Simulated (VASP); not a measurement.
Here is the system:

```
CELL_PARAMETERS angstrom
      0.00000     2.85860     2.85860
      2.85860     0.00000     2.85860
      2.85860     2.85860     0.00000
ATOMIC_POSITIONS crystal
  Ca 0.00000 0.00000 0.00000
  S  0.50000 0.50000 0.50000
```

Level of theory: PBE GGA, VASP's PBE PAW potentials (set 64) (plane waves; VASP). Run with 400 eV cut-off, 9×9×9 Γ-centred mesh, tetrahedra with Blöchl corrections, potentials Ca_sv S.

Question: Estimate the energy per atom (σ→0).

Answer: 
| Item | Value |
|---|---|
| energy per atom (σ→0) | -5.182 eV/atom |

The compound is CaS in the rock salt structure. It was relaxed first.
